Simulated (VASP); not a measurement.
# Al15CoN16 (a cell with a defect) in VASP: further runs

One crystal, Al15CoN16 (a cell with a defect), is run at these levels: PBEsol+U; tasks: relaxation of the atoms, single point.

Everything below comes from runs of VASP 6.6.1. Logs are shortened: lines on timing, memory, paths and dates and some standing lists are left out, and cuts for length are marked.

## (1) Starting point

The cell holds a defect, 32 atoms: a = 6.220 Å, b = 6.220 Å, c = 9.960 Å, α = 90.00°, β = 90.00°, γ = 120.00°.

## (2) Relaxation of the atoms, PBEsol+U, collinear spin, ferromagnetic start (atoms moved at random, drawn with an rms of 0.05 Å)

Contents of INCAR:

```
ALGO     = Normal         # electronic algorithm
EDIFF    = 1E-5           # SCF threshold, eV
EDIFFG   = -0.03          # ionic threshold
ENCUT    = 450            # plane-wave cutoff, eV
GGA      = PS             # functional
IBRION   = 2              # ionic algorithm
ISIF     = 2              # what is computed and relaxed
ISMEAR   = 0              # smearing method
ISPIN    = 2              # spin polarisation
ISYM     = 0            
KPAR     = 4            
LASPH    = True           # aspherical terms in the spheres
LCHARG   = False          # write CHGCAR
LDAU     = True           # DFT+U
LDAUJ    = 0 0 0        
LDAUL    = 2 -1 -1        # shell
LDAUPRINT= 1            
LDAUTYPE = 2            
LDAUU    = 4 0 0          # U, eV
LMAXMIX  = 4              # l up to which the mixer works
LORBIT   = 11             # projections on sites
LREAL    = Auto         
LWAVE    = False          # write WAVECAR
MAGMOM   = 2 0 0 0 0 0 0 0 0 0 0 0 0 0 0 0 0 0 0 0 0 0 0 0 0 0 0 0 0 0 0 0 # initial moments
NELM     = 120            # most SCF steps
NSW      = 60             # ionic steps
NUPDOWN  = 2              # fixed moment
PREC     = Accurate       # precision mode
SIGMA    = 0.03           # smearing width, eV
```

Contents of KPOINTS:

```
k-points
0
Gamma
  3 3 2
```

Contents of POSCAR:

```
Al15CoN16
1.0
    6.2200008610      0.0000000000      0.0000000000
   -3.1100004305      5.3866787572      0.0000000000
    0.0000000000      0.0000000000      9.9600000000
Co Al N
1 15 16
Direct
    0.3338800000      0.1649330000      0.0032050000
    0.3442000000      0.1721400000      0.5027360000
    0.3280840000      0.6650910000      0.0025890000
    0.3311050000      0.6567850000      0.5003680000
    0.8344720000      0.1696210000     -0.0014620000
    0.8310290000      0.1644310000      0.5022720000
    0.8432940000      0.6676880000      0.0024990000
    0.8328270000      0.6602550000      0.4981870000
    0.1703340000      0.3423070000      0.2487880000
    0.1630310000      0.3341300000      0.7479260000
    0.1624710000      0.8295610000      0.2538870000
    0.1771750000      0.8423270000      0.7492980000
    0.6697360000      0.3309760000      0.2471610000
    0.6540630000      0.3262510000      0.7454490000
    0.6653700000      0.8340450000      0.2465410000
    0.6678170000      0.8358200000      0.7506950000
    0.3348930000      0.1688130000      0.1903760000
    0.3366050000      0.1647640000      0.6887490000
    0.3394700000      0.6739810000      0.1952730000
    0.3270110000      0.6632520000      0.6960480000
    0.8234900000      0.1619250000      0.1921200000
    0.8326120000      0.1730530000      0.6920910000
    0.8399870000      0.6726240000      0.1865380000
    0.8362260000      0.6771680000      0.6939450000
    0.1685270000      0.3355660000      0.4410200000
    0.1672850000      0.3362050000      0.9430900000
    0.1670680000      0.8333510000      0.4421270000
    0.1686280000      0.8282890000      0.9464560000
    0.6613930000      0.3310710000      0.4458950000
    0.6752120000      0.3345290000      0.9395900000
    0.6765190000      0.8399260000      0.4438090000
    0.6616860000      0.8347060000      0.9403160000
```

Potentials or basis: VASP PAW PBE potentials, release 64 (Co, Al, N).

Run with:

```bash
> cat potpaw_PBE.64/Co/POTCAR potpaw_PBE.64/Al/POTCAR potpaw_PBE.64/N/POTCAR > POTCAR
> mpirun -np 4 vasp_std > vasp.out
```

OUTCAR:

```text
EDIFF = 1E-5
   EDIFFG = -0.03
   ENCUT = 450
   GGA = PS
   IBRION = 2
   ISIF = 2
   ISMEAR = 0
   ISPIN = 2
   ISYM = 0
   LASPH = True
   LORBIT = 11
   LREAL = Auto
   NELM = 120
   NSW = 60
   NUPDOWN = 2
   PREC = Accurate

 ion  position               nearest neighbor table
   1  0.334  0.165  0.003-  17 1.86  28 1.90  26 1.92  30 1.94  13 3.03   9 3.06  12 3.07   7 3.07
                            11 3.08   3 3.09  14 3.09   5 3.10   5 3.12   3 3.13  10 3.13   7 3.15
   2  0.344  0.172  0.503-  29 1.80  18 1.85  27 1.92  25 1.93  14 2.94  12 3.03   8 3.04   6 3.05
                             4 3.06  10 3.06  11 3.09  13 3.09   9 3.14   4 3.17   6 3.17   8 3.18
   3  0.328  0.665  0.003-  28 1.83  26 1.87  32 1.90  19 1.92   9 3.01   7 3.02  15 3.03  11 3.07
                             5 3.08  12 3.08   1 3.09  10 3.10  16 3.11   1 3.13   5 3.14   7 3.20
   4  0.331  0.657  0.500-  25 1.83  27 1.92  31 1.95  20 1.95  10 3.02   9 3.02   2 3.06  11 3.07
                            12 3.08  16 3.08   6 3.09  15 3.10   8 3.11   8 3.11   6 3.13   2 3.17
   5  0.834  0.170  0.999-  30 1.84  26 1.88  32 1.90  21 1.93  13 3.04  16 3.05  10 3.06  15 3.06
                             7 3.07   3 3.08   9 3.08   1 3.10  14 3.11   1 3.12   3 3.14   7 3.15
   6  0.831  0.164  0.502-  31 1.84  22 1.89  29 1.90  25 1.92  10 3.03  14 3.03  16 3.04   2 3.05
                             8 3.08   4 3.09  13 3.09  15 3.11   9 3.12   4 3.13   8 3.14   2 3.17
   7  0.843  0.668  0.002-  23 1.83  28 1.84  30 1.90  32 1.98   3 3.02  11 3.04  13 3.04  15 3.06
                             5 3.07   1 3.07  12 3.10  16 3.12   1 3.15   5 3.15  14 3.15   3 3.20
   8  0.833  0.660  0.498-  29 1.85  27 1.89  31 1.89  24 1.95  11 3.01   2 3.04  14 3.05  13 3.07
                             6 3.08  15 3.11   4 3.11   4 3.11  16 3.11  12 3.11   6 3.14   2 3.18
   9  0.170  0.342  0.249-  19 1.86  17 1.91  25 1.91  21 1.95   3 3.01   4 3.02  11 3.06   1 3.06
[... 17 lines left out ...]
  19  0.339  0.674  0.195-  15 1.83   9 1.86  11 1.89   3 1.92
  20  0.327  0.663  0.696-  10 1.85  12 1.85  16 1.91   4 1.95
  21  0.823  0.162  0.192-  13 1.82  15 1.85   5 1.93   9 1.95
  22  0.833  0.173  0.692-  10 1.86  14 1.87   6 1.89  16 1.91
[... 8 lines left out ...]
  31  0.677  0.840  0.444-   6 1.84   8 1.89   4 1.95  15 1.97
  32  0.662  0.835  0.940-  16 1.89   5 1.90   3 1.90   7 1.98

IMPORTANT INFORMATION: All symmetrisations will be switched off!
NOSYMM: (Re-)initialisation of all symmetry stuff for point group C_1.

----------------------------------------------------------------------------------------

                                     Primitive cell

  volume of cell :     333.7113

  direct lattice vectors                    reciprocal lattice vectors
     6.220000861  0.000000000  0.000000000     0.160771682  0.092821574  0.000000000
    -3.110000430  5.386678757  0.000000000     0.000000000  0.185643148  0.000000000
     0.000000000  0.000000000  9.960000000     0.000000000  0.000000000  0.100401606

  length of vectors
     6.220000861  6.220000861  9.960000000     0.185643148  0.185643148  0.100401606

  position of ions in fractional coordinates (direct lattice)
     0.333880000  0.164933000  0.003205000
     0.344200000  0.172140000  0.502736000
     0.328084000  0.665091000  0.002589000
     0.331105000  0.656785000  0.500368000
     0.834472000  0.169621000  0.998538000
     0.831029000  0.164431000  0.502272000
[... 24 lines left out ...]
     0.676519000  0.839926000  0.443809000
     0.661686000  0.834706000  0.940316000

  ion indices of the primitive-cell ions
   primitive index   ion index
                 1           1
                 2           2
                 3           3
                 4           4
                 5           5
                 6           6
[... 24 lines left out ...]
                31          31
                32          32

----------------------------------------------------------------------------------------

 KPOINTS: k-points

[... 40 lines left out ...]
  o =  0.9631  v =  0.0000  0.0000  0.0000  0.0000  0.0000 -0.4915 -0.4491 -0.0024 -0.6710 -0.3264      0.0000  0.0000  0.0000  0.0000  0.0000  0.0000  0.0000  0.0000  0.0000  0.0000
  o =  0.9633  v =  0.0000  0.0000  0.0000  0.0000  0.0000  0.3251 -0.6725  0.0004  0.4500 -0.4895      0.0000  0.0000  0.0000  0.0000  0.0000  0.0000  0.0000  0.0000  0.0000  0.0000
  o =  0.9695  v = -0.4925 -0.4320  0.0704 -0.6866 -0.3073  0.0000  0.0000  0.0000  0.0000  0.0000      0.0000  0.0000  0.0000  0.0000  0.0000  0.0000  0.0000  0.0000  0.0000  0.0000
  o =  0.9697  v =  0.3038 -0.6933 -0.0219  0.4343 -0.4878  0.0000  0.0000  0.0000  0.0000  0.0000      0.0000  0.0000  0.0000  0.0000  0.0000  0.0000  0.0000  0.0000  0.0000  0.0000
  o =  0.9713  v = -0.0165 -0.0268 -0.9966 -0.0758  0.0051  0.0000  0.0000  0.0000  0.0000  0.0000      0.0000  0.0000  0.0000  0.0000  0.0000  0.0000  0.0000  0.0000  0.0000  0.0000

--------------------------------------- Ionic step       12  -------------------------------------------

 number of electron     133.9999989 magnetization       2.0000000

 Free energy of the ion-electron system (eV)
  ---------------------------------------------------
  ext. energy  EPLUGINS =         0.00000000
  ---------------------------------------------------
  free energy    TOTEN  =      -246.82262980 eV

  energy without entropy =     -246.82202987  energy(sigma->0) =     -246.82232984

 E-fermi :   6.2837     XC(G=0): -11.1709

 val. band max:        6.5725383548   @ k =   0.0000   0.3333   0.0000
 cond. band min:       6.6522571249   @ k =   0.3333   0.3333   0.5000
 fundamental gap:      0.0797187701
 Fermi energy:         6.6182842389

 spin component 1

 k-point     1 :       0.0000    0.0000    0.0000
  band No.  band energies     occupation
      1      -9.1197      1.00000
      2      -8.2514      1.00000
      3      -8.2013      1.00000
      4      -7.1628      1.00000
      5      -7.1605      1.00000
      6      -7.1095      1.00000
[... 809 lines left out ...]
     78      13.1760      0.00000
     79      13.1922      0.00000
 Fermi energy:         6.2837134018

 spin component 2

 k-point     1 :       0.0000    0.0000    0.0000
  band No.  band energies     occupation
      1      -9.1291      1.00000
      2      -8.2603      1.00000
      3      -8.2148      1.00000
      4      -7.1786      1.00000
      5      -7.1768      1.00000
      6      -7.1032      1.00000
[... 809 lines left out ...]
     78      13.2200      0.00000
     79      13.2250      0.00000
 [bands above 79 left out]

------------------------ aborting loop because EDIFF is reached ----------------------------------------

  FORCE on cell =-STRESS in cart. coord.  units (eV):
  Direction    XX          YY          ZZ          XY          YZ          ZX
  --------------------------------------------------------------------------------------
  -------------------------------------------------------------------------------------
  Total        0.5858999      0.5709857      2.9058997     -0.0406829     -0.0328245     -0.0553737
  in kB        2.8129575      2.7413532     13.9514819     -0.1953223     -0.1575932     -0.2658543
  external PRESSURE =       6.5019309 kB  Pullay stress =       0.0000000 kB
[... 47 lines left out ...]
  FREE ENERGIE OF THE ION-ELECTRON SYSTEM (eV)
  ---------------------------------------------------
  free  energy   TOTEN  =      -246.8226298034 eV

  energy  without entropy=     -246.8220298746  energy(sigma->0) =     -246.82232984

 reached required accuracy - stopping structural energy minimisation

 total charge

# of ion       s       p       d       tot
------------------------------------------
    1        0.454   0.555   7.238   8.247
    2        0.369   0.443   0.000   0.812
    3        0.372   0.446   0.000   0.818
    4        0.370   0.447   0.000   0.817
    5        0.372   0.446   0.000   0.818
    6        0.370   0.447   0.000   0.817
[... 24 lines left out ...]
   31        1.223   2.619   0.000   3.842
   32        1.224   2.618   0.000   3.841
--------------------------------------------------
tot         25.628  48.847   7.238  81.713

 magnetization (x)

# of ion       s       p       d       tot
------------------------------------------
    1        0.017   0.031   2.120   2.168
    2        0.000   0.001   0.000   0.001
    3        0.002   0.001   0.000   0.003
    4        0.000   0.000   0.000   0.000
    5        0.002   0.001   0.000   0.003
    6        0.000   0.000   0.000   0.000
[... 24 lines left out ...]
   31        0.000   0.001   0.000   0.001
   32        0.000  -0.002   0.000  -0.002
--------------------------------------------------
tot          0.038  -0.218   2.120   1.940
```

It took 42 min on 4 MPI ranks of Intel Xeon Platinum 8488C (Sapphire Rapids), shared host; peak memory 0.74 GiB.

Results:

```yaml
Free_energy: -246.8226 eV
Energy_gained_by_relaxing: 29.9 meV/atom
Ionic_steps: 12
Largest_force_after_relaxing: 0.026 eV/Å
Net_moment: 2.00 μB per cell
Site_moments: Co +2.17; Al +0.00; N +0.01, +0.00, -0.00, -0.09, -0.08 μB
Valence_electrons_inside_the_program's_atomic_spheres: Co 8.25; Al 0.81, 0.82; N 3.81, 3.84, 3.78
```

Forces on the atoms (eV/Å):
```
Co  -0.010  0.002  0.002
Al  -0.005  0.008 -0.008
Al  -0.011  0.002 -0.011
Al  -0.008  0.005 -0.002
Al   0.004 -0.005 -0.005
Al  -0.003  0.008 -0.004
Al  -0.004 -0.003  0.003
Al  -0.017  0.000 -0.003
Al   0.006  0.007 -0.005
Al   0.003 -0.001 -0.004
Al  -0.002 -0.002  0.002
Al  -0.001 -0.012  0.000
Al   0.017  0.001 -0.008
Al   0.017 -0.001  0.009
Al   0.003  0.005 -0.011
Al   0.015 -0.006  0.012
N    0.018  0.009 -0.002
N    0.003 -0.007  0.006
N    0.000  0.000 -0.021
N    0.005 -0.010  0.023
N    0.005 -0.004 -0.009
N    0.012  0.003  0.012
N   -0.002 -0.002 -0.012
N    0.007 -0.007  0.018
N    0.000  0.004  0.003
N   -0.006  0.008 -0.002
N   -0.015  0.005  0.006
N   -0.011 -0.014  0.009
N    0.003  0.005 -0.005
N   -0.004 -0.001  0.011
N   -0.005  0.002 -0.006
N   -0.014  0.002  0.001
```

The path:
```csv
step,energy change (eV),largest force (eV/Å),pressure (GPa)
1,0.0000,2.6336,1.35
2,-0.6776,1.5553,0.84
3,-0.8574,0.6208,0.60
4,-0.9218,0.4142,0.62
5,-0.9249,0.3255,0.60
6,-0.9461,0.1436,0.64
7,-0.9469,0.1598,0.65
8,-0.9543,0.0698,0.65
9,-0.9550,0.0781,0.64
10,-0.9570,0.0359,0.64
11,-0.9571,0.0492,0.65
12,-0.9577,0.0257,0.65
```

Final structure:
```
CELL_PARAMETERS angstrom
6.22000 0.00000 0.00000
-3.11000 5.38668 0.00000
0.00000 0.00000 9.96000
ATOMIC_POSITIONS crystal
Co 0.33473 0.16775 0.00203
Al 0.33387 0.16703 0.49921
Al 0.33727 0.66882 0.00253
Al 0.33447 0.66716 0.50042
Al 0.83308 0.16535 0.00233
Al 0.83376 0.16680 0.50049
Al 0.83356 0.66897 0.00226
Al 0.83425 0.66740 0.50046
Al 0.16665 0.33395 0.25140
Al 0.16725 0.33445 0.74889
Al 0.16711 0.83347 0.25133
Al 0.16762 0.83453 0.74883
Al 0.66704 0.33409 0.25140
Al 0.66737 0.33457 0.74864
Al 0.66739 0.83400 0.25155
Al 0.66731 0.83439 0.75021
N 0.33328 0.16704 0.19859
N 0.33399 0.16783 0.69048
N 0.33422 0.66729 0.19244
N 0.33498 0.66819 0.69065
N 0.83348 0.16726 0.19230
N 0.83343 0.16678 0.69075
N 0.83391 0.66734 0.19225
N 0.83380 0.66840 0.69069
N 0.16668 0.33417 0.44219
N 0.16388 0.33821 0.93942
N 0.16715 0.83276 0.44213
N 0.16441 0.82664 0.93934
N 0.66817 0.33430 0.44225
N 0.67574 0.33843 0.93904
N 0.66756 0.83380 0.44154
N 0.66807 0.83439 0.94156
```

Eigenvalues of the final occupation matrices:
| site | spin | trace | eigenvalues |
| --- | --- | --- | --- |
| site 1 d | 1 | 4.70 | 0.89 0.89 0.97 0.97 0.97 |
| site 1 d | 2 | 2.57 | 0.21 0.21 0.22 0.96 0.96 |

Caveat: the k mesh is coarse (spacing up to 0.39 Å⁻¹), so the values aren't converged; the cutoff is under 1.25 times the usual one of these potentials, so pressure, stress and relaxed cells hold a basis-set (Pulay) error; the PAW data sets were made with another functional, which shifts forces and pressure a little; the total moment is fixed, so each spin has its own Fermi level. The state reached can hang on the start; a lower one may exist.

(Part 1 of 2 ends here.)
